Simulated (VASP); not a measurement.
An input for Quantum ESPRESSO's pw.x (written as the equivalent of a VASP run, and not itself run):

```
&CONTROL
  calculation = 'vc-relax'
  pseudo_dir = './pseudo'
  outdir = './out'
  tprnfor = .true.
  tstress = .true.
  nstep = 60
  forc_conv_thr = 0.00078
/
&SYSTEM
  ibrav = 0
  nat = 6
  ntyp = 2
  ecutwfc = 74
  occupations = 'smearing'
  smearing = 'gaussian'
  degauss = 0.003675
  input_dft = 'pbesol'
/
&ELECTRONS
  conv_thr = 7.3e-08
  electron_maxstep = 100
/
&IONS
/
&CELL
/
ATOMIC_SPECIES
  W 183.840 W.upf
  S 32.060 S.upf
CELL_PARAMETERS angstrom
     1.5759537   -2.7296318   -0.0000000
     1.5759537    2.7296318   -0.0000000
     0.0000000   -0.0000000   12.5431976
ATOMIC_POSITIONS crystal
  W    0.3333330  0.6666670  0.2500000
  W    0.6666670  0.3333330  0.7500000
  S    0.3333330  0.6666670  0.8748089
  S    0.6666670  0.3333330  0.3748089
  S    0.6666670  0.3333330  0.1251911
  S    0.3333330  0.6666670  0.6251911
K_POINTS automatic
  7 7 2 0 0 0
```

### Question
Write the VASP files for the same calculation (PBEsol).

### Answer
Several could match; the one computed here: 
INCAR:
```
SYSTEM = WS2
PREC = Accurate; ENCUT = 400; LREAL = .FALSE.
LASPH = .TRUE.
EDIFF = 1E-6; NELM = 100; ALGO = Normal
LMAXMIX = 6
ISMEAR = 0; SIGMA = 0.05
GGA = PS
IBRION = 2; NSW = 60; ISIF = 3
EDIFFG = -0.02
LWAVE = .FALSE.; LCHARG = .FALSE.
```

File KPOINTS:
```
Automatic mesh
0
G
 7 7 2
```

**POSCAR**
```
WS2
1.0
  1.5759536575  -2.7296317832   0.0000000000
  1.5759536575   2.7296317832   0.0000000000
  0.0000000000   0.0000000000  12.5431975769
W S
2 4
Cartesian
  1.5759536575   0.9098790808   3.1357993942
  1.5759536575  -0.9098790808   9.4073981827
  1.5759536575   0.9098790808  10.9729012360
  1.5759536575  -0.9098790808   4.7013024475
  1.5759536575  -0.9098790808   1.5702963409
  1.5759536575   0.9098790808   7.8418951294
```

POTCAR, in this order: W_sv S (PBE.64 set). Program: vasp_std.

What does not carry over: the potentials are each code's own (VASP's PAW set, PseudoDojo norm-conserving files in pw.x), so ENCUT and ecutwfc are chosen apart and not converted; conv_thr bounds pw.x's estimated SCF error, while EDIFF bounds the energy change between steps; forc_conv_thr acts on force components and is met together with etot_conv_thr.

The compound is WS2 in the 2H layered structure. This run relaxes it. Symmetry was kept, so distortions that lower it aren't found. The start is the result of an earlier pass.
